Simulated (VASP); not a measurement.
# LiZn3 (Fm-3m) in VASP: notebook

Runs on LiZn3. Level: LDA. Tasks: single point, relaxation of cell and atoms.

Everything below comes from runs of VASP 6.6.1. Logs are shortened: lines on timing, memory, paths and dates and some standing lists are left out, and cuts for length are marked.

**1. Starting point**

It takes space group Fm-3m (No. 225, cubic). The conventional cell has a = 5.888 Å, b = 5.888 Å, c = 5.888 Å, α = 90.00°, β = 90.00°, γ = 90.00°. Li (site symmetry m-3m) has 8 Zn at 2.55 Å as nearest neighbours. Zn (site symmetry -43m) is surrounded by 4 Li at 2.55 Å and 4 Zn at 2.55 Å. Around Zn (site symmetry m-3m) lie 8 Zn at 2.55 Å.

The cell comes from a database or a generator and needn't be the stable form of this composition.

**2. Single point, LDA**

INCAR

```
SYSTEM = LiZn3
PREC = Accurate ; ENCUT = 520
EDIFF = 1E-6 ; ISMEAR = 1
SIGMA = 0.15 ; LREAL = .FALSE.
LASPH = .TRUE. ; NELM = 100
ALGO = Normal ; ISIF = 2
LWAVE = .FALSE. ; LCHARG = .FALSE.
NBANDS = 28
```

KPOINTS

```
regular mesh
0
G
  6 6 6
  0 0 0
```

POSCAR

```
LiZn3
1.0
    0.0000000000      2.9439218605      2.9439218605
    2.9439218605      0.0000000000      2.9439218605
    2.9439218605      2.9439218605      0.0000000000
Li Zn
1 3
Direct
    0.0000000000      0.0000000000      0.0000000000
    0.2500000000      0.2500000000      0.2500000000
    0.7500000000      0.7500000000      0.7500000000
    0.5000000000      0.5000000000      0.5000000000
```

Potentials or basis: VASP PAW LDA potentials, release 64 (Li_sv, Zn).

The run is started by

```sh
cat potpaw_LDA.64/Li_sv/POTCAR potpaw_LDA.64/Zn/POTCAR > POTCAR
mpirun -np 1 vasp_std > vasp.out
```

OUTCAR:

```text
SYSTEM = LiZn3
   PREC = Accurate
   ENCUT = 520
   EDIFF = 1E-6
   ISMEAR = 1
   LREAL = .FALSE.
   LASPH = .TRUE.
   NELM = 100
   ISIF = 2

 ion  position               nearest neighbor table
   1  0.000  0.000  0.000-   2 2.55   3 2.55   3 2.55   3 2.55   3 2.55   2 2.55   2 2.55   2 2.55

   2  0.250  0.250  0.250-   1 2.55   4 2.55   1 2.55   1 2.55   1 2.55   4 2.55   4 2.55   4 2.55
                             3 2.94   3 2.94   3 2.94   3 2.94   3 2.94   3 2.94
   3  0.750  0.750  0.750-   1 2.55   4 2.55   4 2.55   4 2.55   4 2.55   1 2.55   1 2.55   1 2.55
                             2 2.94   2 2.94   2 2.94   2 2.94   2 2.94   2 2.94
   4  0.500  0.500  0.500-   2 2.55   3 2.55   2 2.55   2 2.55   2 2.55   3 2.55   3 2.55   3 2.55

  LATTYP: Found a face centered cubic cell.
 ALAT       =     5.8878437210

  Lattice vectors:

 A1 = (   0.0000000000,   2.9439218605,   2.9439218605)
 A2 = (   2.9439218605,   0.0000000000,   2.9439218605)
 A3 = (   2.9439218605,   2.9439218605,   0.0000000000)

Analysis of symmetry for initial positions (statically):
=====================================================================
 Subroutine PRICEL returns:
 Original cell was already a primitive cell.

 Routine SETGRP: Setting up the symmetry group for a
 face centered cubic supercell.

 Subroutine GETGRP returns: Found 48 space group operations
 (whereof 48 operations were pure point group operations)
 out of a pool of 48 trial point group operations.

The static configuration has the point symmetry O_h .

Analysis of symmetry for dynamics (positions and initial velocities):
=====================================================================
 Subroutine PRICEL returns:
 Original cell was already a primitive cell.

 Routine SETGRP: Setting up the symmetry group for a
 face centered cubic supercell.

 Subroutine GETGRP returns: Found 48 space group operations
 (whereof 48 operations were pure point group operations)
 out of a pool of 48 trial point group operations.

The dynamic configuration has the point symmetry O_h .

 Subroutine INISYM returns: Found 48 space group operations
 (whereof 48 operations are pure point group operations),
 and found     1 'primitive' translations

----------------------------------------------------------------------------------------

                                     Primitive cell

  volume of cell :      51.0280

  direct lattice vectors                    reciprocal lattice vectors
     0.000000000  2.943921861  2.943921861    -0.169841464  0.169841464  0.169841464
     2.943921861  0.000000000  2.943921861     0.169841464 -0.169841464  0.169841464
     2.943921861  2.943921861  0.000000000     0.169841464  0.169841464 -0.169841464

  length of vectors
     4.163334222  4.163334222  4.163334222     0.294174046  0.294174046  0.294174046

  position of ions in fractional coordinates (direct lattice)
     0.000000000  0.000000000  0.000000000
     0.250000000  0.250000000  0.250000000
     0.750000000  0.750000000  0.750000000
     0.500000000  0.500000000  0.500000000

  ion indices of the primitive-cell ions
   primitive index   ion index
                 1           1
                 2           2
                 3           3
                 4           4

----------------------------------------------------------------------------------------

 KPOINTS: regular mesh

Automatic generation of k-mesh.
 Grid dimensions read from file:
 generate k-points for:    6    6    6

 Generating k-lattice:

  Cartesian coordinates                     Fractional coordinates (reciprocal lattice)
    -0.028306911  0.028306911  0.028306911     0.166666667  0.000000000  0.000000000
     0.028306911 -0.028306911  0.028306911     0.000000000  0.166666667  0.000000000
     0.028306911  0.028306911 -0.028306911     0.000000000  0.000000000  0.166666667

  Length of vectors
     0.049029008  0.049029008  0.049029008

  Shift w.r.t. Gamma in fractional coordinates (k-lattice)
     0.000000000  0.000000000  0.000000000

 Subroutine IBZKPT returns following result:
 ===========================================

 Found     16 irreducible k-points:

 Following reciprocal coordinates:
            Coordinates               Weight
  0.000000  0.000000  0.000000      1.000000
  0.166667  0.000000  0.000000      8.000000
  0.333333  0.000000  0.000000      8.000000
  0.500000  0.000000  0.000000      4.000000
  0.166667  0.166667  0.000000      6.000000
  0.333333  0.166667  0.000000     24.000000
[... 8 lines left out ...]
 -0.333333  0.333333  0.166667     24.000000
 -0.333333  0.500000  0.166667     12.000000
   k-points           NKPTS =     16   k-points in BZ     NKDIM =     16   number of bands    NBANDS=     28
   number of dos      NEDOS =    301   number of ions     NIONS =      4
   total plane-waves  NPLWV =  32768
   dimension x,y,z NGX =    32 NGY =   32 NGZ =   32
   dimension x,y,z NGXF=    64 NGYF=   64 NGZF=   64
   ions per type =               1   3
   NGX,Y,Z   is equivalent  to a cutoff of  12.78, 12.78, 12.78 a.u.
   NGXF,Y,Z  is equivalent  to a cutoff of  25.56, 25.56, 25.56 a.u.
 SYSTEM =  LiZn3
   PREC   = accura    normal or accurate (medium, high low for compatibility)
   ISTART =      0    job   : 0-new  1-cont  2-samecut
   ICHARG =      2    charge: 1-file 2-atom 10-const
   ISPIN  =      1    spin polarized calculation?
   LNONCOLLINEAR =      F non collinear calculations
   LSORBIT =      F    spin-orbit coupling
   LASPH  =      T    aspherical Exc in radial PAW
   ENCUT  =  520.0 eV  38.22 Ry    6.18 a.u.   7.74  7.74  7.74*2*pi/ulx,y,z
   NELM   =    100;   NELMIN=  2; NELMDL= -5     # of ELM steps
   EDIFF  = 0.1E-05   stopping-criterion for ELM
   LREAL  =      F    real-space projection
   EDIFFG = 0.1E-04   stopping-criterion for IOM
   NSW    =      0    number of steps for IOM
   IBRION =     -1    ionic relax: 0-MD 1-quasi-New 2-CG
   NFREE  =      0    steps in history (QN), initial steepest desc. (CG)
   ISIF   =      2    stress and relaxation
   ISYM   =      2    0-nonsym 1-usesym 2-fastsym
   POTIM  = 0.5000    time-step for ionic-motion
   TEBEG  =    0.0;   TEEND  =   0.0 temperature during run
   PSTRESS=    0.0 pullay stress
   NELECT =      39.0000    total number of electrons
   NUPDOWN=      -1.0000    fix difference up-down
   EMIN   =  10.00;   EMAX   =-10.00  energy-range for DOS
   EFERMI =   0.00;   METHOD = LEGACY
   ISMEAR =     1;   SIGMA  =   0.15  broadening in eV -4-tet -1-fermi 0-gaus
   EFERMI_NEDOS =   21; number of points for ismear=-14 and -15
   IALGO  =     38    algorithm
   IMIX   =      4    mixing-type and parameters
     AMIX     =   0.40;   BMIX     =  1.00
     AMIX_MAG =   1.60;   BMIX_MAG =  1.00
  volume/ion in A,a.u.               =      12.76        86.09
  Fermi-wavevector in a.u.,A,eV,Ry     =   1.496787  2.828518 30.482115  2.240372
  Thomas-Fermi vector in A             =   2.608759
   LORBIT       =      0    0 simple, 1 ext, 2 COOP (PROOUT), +10 PAW based schemes
   GGA     = CA    functional components
   LHFCALC =     F    Hartree Fock is set to
   AEXX    =    0.0000 exact exchange contribution
   IVDW    =     0    specifies the selected vdW correction
   LEPSILON=     F    determine dielectric tensor
   LRPA    =     F    only Hartree local field effects (RPA)
 non-spin polarized calculation
 Methfessel and Paxton  Order N= 1 SIGMA  =   0.15
  energy-cutoff  :      520.00
  volume of cell :       51.03
 maximum number of plane-waves:      1384
   NGX = 15   NGY = 15   NGZ = 15

 number of electron      38.9999984 magnetization

 Free energy of the ion-electron system (eV)
  ---------------------------------------------------
  ext. energy  EPLUGINS =         0.00000000
  ---------------------------------------------------
  free energy    TOTEN  =        -8.43054041 eV

  energy without entropy =       -8.42889784  energy(sigma->0) =       -8.42999289

 E-fermi :   3.3783     XC(G=0): -11.8283

 val. band max:        3.3122218652   @ k =   0.3333   0.3333   0.0000
 cond. band min:       3.4394622236   @ k =   0.3333   0.1667   0.0000
 fundamental gap:      0.1272403584
 Fermi energy:         3.3782771010

 k-point     1 :       0.0000    0.0000    0.0000
  band No.  band energies     occupation
      1     -41.6171      2.00000
      2      -6.6687      2.00000
      3      -4.9794      2.00000
      4      -4.9794      2.00000
      5      -4.6511      2.00000
      6      -4.6511      2.00000
[... 20 lines left out ...]
     27       9.0582      0.00000
     28       9.7926      0.00000

 k-point     2 :       0.1667    0.0000    0.0000
  band No.  band energies     occupation
      1     -41.6169      2.00000
      2      -6.3489      2.00000
      3      -4.9302      2.00000
      4      -4.9302      2.00000
      5      -4.7821      2.00000
      6      -4.7263      2.00000
[... 20 lines left out ...]
     27      10.3683      0.00000
     28      12.0298      0.00000

 k-point     3 :       0.3333    0.0000    0.0000
  band No.  band energies     occupation
      1     -41.6165      2.00000
      2      -5.5314      2.00000
      3      -4.7992      2.00000
      4      -4.7977      2.00000
      5      -4.7977      2.00000
      6      -4.7786      2.00000
[... 20 lines left out ...]
     27      12.6806      0.00000
     28      16.5833      0.00000

 k-point     4 :       0.5000    0.0000    0.0000
  band No.  band energies     occupation
      1     -41.6164      2.00000
      2      -5.0396      2.00000
      3      -4.7995      2.00000
      4      -4.7995      2.00000
      5      -4.7676      2.00000
      6      -4.6956      2.00000
[... 330 lines left out ...]
     27      13.8949      0.00000
     28      16.1589      0.00000

 k-point    15 :      -0.3333    0.3333    0.1667
  band No.  band energies     occupation
      1     -41.6162      2.00000
      2      -4.9749      2.00000
      3      -4.9556      2.00000
      4      -4.8076      2.00000
      5      -4.7613      2.00000
      6      -4.7498      2.00000
[... 20 lines left out ...]
     27      15.1153      0.00000
     28      15.5088      0.00000

 k-point    16 :      -0.3333    0.5000    0.1667
  band No.  band energies     occupation
      1     -41.6162      2.00000
      2      -5.0212      2.00000
      3      -4.9410      2.00000
      4      -4.9136      2.00000
      5      -4.7601      2.00000
      6      -4.6154      2.00000
[... 20 lines left out ...]
     27      15.7668      0.00000
     28      15.9809      0.00000

------------------------ aborting loop because EDIFF is reached ----------------------------------------

  FORCE on cell =-STRESS in cart. coord.  units (eV):
  Direction    XX          YY          ZZ          XY          YZ          ZX
  --------------------------------------------------------------------------------------
  -------------------------------------------------------------------------------------
  Total        0.2307205      0.2307205      0.2307205     -0.0000000     -0.0000000      0.0000000
  in kB        7.2441577      7.2441577      7.2441577     -0.0000000     -0.0000000      0.0000000
  external PRESSURE =       7.2441577 kB  Pullay stress =       0.0000000 kB

 VOLUME and BASIS-vectors are now :
 -----------------------------------------------------------------------------
  energy-cutoff  :      520.00
  volume of cell :       51.03
      direct lattice vectors                 reciprocal lattice vectors
     0.000000000  2.943921861  2.943921861    -0.169841464  0.169841464  0.169841464
     2.943921861  0.000000000  2.943921861     0.169841464 -0.169841464  0.169841464
     2.943921861  2.943921861  0.000000000     0.169841464  0.169841464 -0.169841464

 POSITION                                       TOTAL-FORCE (eV/Angst)
 -----------------------------------------------------------------------------------
      0.00000      0.00000      0.00000         0.000000      0.000000      0.000000
      1.47196      1.47196      1.47196         0.000000      0.000000      0.000000
      4.41588      4.41588      4.41588        -0.000000     -0.000000     -0.000000
      2.94392      2.94392      2.94392         0.000000      0.000000      0.000000
 -----------------------------------------------------------------------------------
    total drift:                               -0.000000     -0.000000      0.000000

  FREE ENERGIE OF THE ION-ELECTRON SYSTEM (eV)
  ---------------------------------------------------
  free  energy   TOTEN  =        -8.4305404086 eV

  energy  without entropy=       -8.4288978388  energy(sigma->0) =       -8.42999289
```

Run time: 13 s. Hardware: 1 thread of Intel Xeon Platinum 8488C (Sapphire Rapids), shared host; peak memory 0.15 GiB.

What came out:

- Free energy: -8.4305 eV
- Band gap on the k mesh: none (metal or under the smearing width)

Caveat: the cutoff is under 1.25 times the usual one of these potentials, so pressure, stress and relaxed cells hold a basis-set (Pulay) error.

**3. Relaxation of cell and atoms, LDA**

This run uses another cell than the first one, of 13.65 Å³/atom, 1.070 times its volume.

INCAR

```
PREC = Accurate
ENCUT = 600
EDIFF = 1E-6
ISMEAR = 1
SIGMA = 0.15
LREAL = False
LASPH = True
NELM = 100
ALGO = Fast
ISIF = 8
LWAVE = False
LCHARG = False
GGA = CA
IBRION = 2
NSW = 80
EDIFFG = -0.01
```

KPOINTS

```
Automatic mesh
0
Gamma
  6 6 6
```

POSCAR

```
LiZn3
1.0
    0.0000000000      3.0111110000      3.0111110000
    3.0111110000      0.0000000000      3.0111110000
    3.0111110000      3.0111110000      0.0000000000
Li Zn
1 3
Direct
    0.0000000000      0.0000000000      0.0000000000
    0.2500000000      0.2500000000      0.2500000000
    0.7500000000      0.7500000000      0.7500000000
    0.5000000000      0.5000000000      0.5000000000
```

Potentials or basis: VASP PAW LDA potentials, release 64 (Li_sv, Zn).

The run is started by

```sh
cat potpaw_LDA.64/Li_sv/POTCAR potpaw_LDA.64/Zn/POTCAR > POTCAR
mpirun -np 1 vasp_std > vasp.out
```

OUTCAR:

```text
PREC = Accurate
   ENCUT = 600
   EDIFF = 1E-6
   ISMEAR = 1
   LREAL = False
   LASPH = True
   NELM = 100
   ISIF = 8
   GGA = CA
   IBRION = 2
   NSW = 80
   EDIFFG = -0.01

 ion  position               nearest neighbor table
   1  0.000  0.000  0.000-   2 2.61   3 2.61   3 2.61   3 2.61   3 2.61   2 2.61   2 2.61   2 2.61

   2  0.250  0.250  0.250-   1 2.61   4 2.61   1 2.61   1 2.61   1 2.61   4 2.61   4 2.61   4 2.61
                             3 3.01   3 3.01   3 3.01   3 3.01   3 3.01   3 3.01
   3  0.750  0.750  0.750-   1 2.61   4 2.61   4 2.61   4 2.61   4 2.61   1 2.61   1 2.61   1 2.61
                             2 3.01   2 3.01   2 3.01   2 3.01   2 3.01   2 3.01
   4  0.500  0.500  0.500-   2 2.61   3 2.61   2 2.61   2 2.61   2 2.61   3 2.61   3 2.61   3 2.61

  LATTYP: Found a face centered cubic cell.
 ALAT       =     6.0222220000

  Lattice vectors:

 A1 = (   0.0000000000,   3.0111110000,   3.0111110000)
 A2 = (   3.0111110000,   0.0000000000,   3.0111110000)
 A3 = (   3.0111110000,   3.0111110000,   0.0000000000)

Analysis of symmetry for initial positions (statically):
=====================================================================
[... 161 lines left out ...]

 number of electron      38.9999963 magnetization

 Free energy of the ion-electron system (eV)
  ---------------------------------------------------
  ext. energy  EPLUGINS =         0.00000000
  ---------------------------------------------------
  free energy    TOTEN  =        -8.38530426 eV

  energy without entropy =       -8.38545592  energy(sigma->0) =       -8.38535481

------------------------ aborting loop because EDIFF is reached ----------------------------------------

  FORCE on cell =-STRESS in cart. coord.  units (eV):
  Direction    XX          YY          ZZ          XY          YZ          ZX
  --------------------------------------------------------------------------------------
  -------------------------------------------------------------------------------------
  Total       -1.4944293     -1.4944293     -1.4944293      0.0000000      0.0000000      0.0000000
  in kB      -43.8506140    -43.8506140    -43.8506140      0.0000000      0.0000000      0.0000000
  external PRESSURE =     -43.8506140 kB  Pullay stress =       0.0000000 kB
[... 63 lines left out ...]
--------------------------------------- Ionic step        3  -------------------------------------------

 number of electron      39.0000022 magnetization

 Free energy of the ion-electron system (eV)
  ---------------------------------------------------
  ext. energy  EPLUGINS =         0.00000000
  ---------------------------------------------------
  free energy    TOTEN  =        -8.43324451 eV

  energy without entropy =       -8.43237253  energy(sigma->0) =       -8.43295385

 E-fermi :   3.3198     XC(G=0): -11.7930

 val. band max:        3.2444901693   @ k =   0.3333   0.3333   0.0000
 cond. band min:       3.3847839893   @ k =   0.3333   0.1667   0.0000
 fundamental gap:      0.1402938200
 Fermi energy:         3.3197599450

 k-point     1 :       0.0000    0.0000    0.0000
  band No.  band energies     occupation
      1     -41.6654      2.00000
      2      -6.6713      2.00000
      3      -5.0031      2.00000
      4      -5.0031      2.00000
      5      -4.6785      2.00000
      6      -4.6785      2.00000
[... 436 lines left out ...]
  FREE ENERGIE OF THE ION-ELECTRON SYSTEM (eV)
  ---------------------------------------------------
  free  energy   TOTEN  =        -8.4332445112 eV

  energy  without entropy=       -8.4323725336  energy(sigma->0) =       -8.43295385

 reached required accuracy - stopping structural energy minimisation
```

Run time: 54 s. Hardware: 1 thread of Intel Xeon Platinum 8488C (Sapphire Rapids), shared host; peak memory 0.18 GiB.

Results:

| Property | Result |
| --- | --- |
| Free energy | -8.4332 eV |
| Relaxed volume | 12.84 Å³/atom |
| Relaxed cell | a = 4.173 Å, b = 4.173 Å, c = 4.173 Å, α = 60.00°, β = 60.00°, γ = 60.00° |
| Space group after relaxing (to 0.05 Å) | Fm-3m (No. 225) |
| Energy gained by relaxing | 12.0 meV/atom |
| Ionic steps | 3 |
| Pressure after relaxing | -0.1 GPa |
| Band gap on the k mesh | none (metal or under the smearing width) |

The path:
```csv
step,energy change (eV),largest force (eV/Å),pressure (GPa),volume (Å³)
1,0.0000,0.0000,-4.39,54.60
2,-0.0473,0.0000,-0.56,51.70
3,-0.0479,0.0000,-0.11,51.38
```

Final structure:
```cif
data_structure
_symmetry_space_group_name_H-M 'P 1'
_symmetry_Int_Tables_number 1
_cell_length_a 4.1728
_cell_length_b 4.1728
_cell_length_c 4.1728
_cell_angle_alpha 60.000
_cell_angle_beta 60.000
_cell_angle_gamma 60.000
_cell_volume 51.38
loop_
_atom_site_label
_atom_site_type_symbol
_atom_site_fract_x
_atom_site_fract_y
_atom_site_fract_z
_atom_site_occupancy
Li1 Li 0.00000 0.00000 0.00000 1
Zn1 Zn 0.25000 0.25000 0.25000 1
Zn2 Zn 0.75000 0.75000 0.75000 1
Zn3 Zn 0.50000 0.50000 0.50000 1
```

Levels at points of the mesh, in eV from the Fermi level:
| k point | band 17 | band 18 | band 19 | band 20 | band 21 | band 22 |
| --- | --- | --- | --- | --- | --- | --- |
| (0.00, 0.00, 0.00) | -7.13 | 2.80 | 2.80 | 2.80 | 3.61 | 3.63 |
| (0.50, 0.00, 0.00) | -6.21 | -6.04 | 1.44 | 1.44 | 2.42 | 2.42 |
| (0.50, 0.50, 0.00) | -5.41 | -5.00 | -2.17 | -2.17 | -0.40 | 2.97 |

Caveat: the cutoff is under 1.25 times the usual one of these potentials, so pressure, stress and relaxed cells hold a basis-set (Pulay) error.
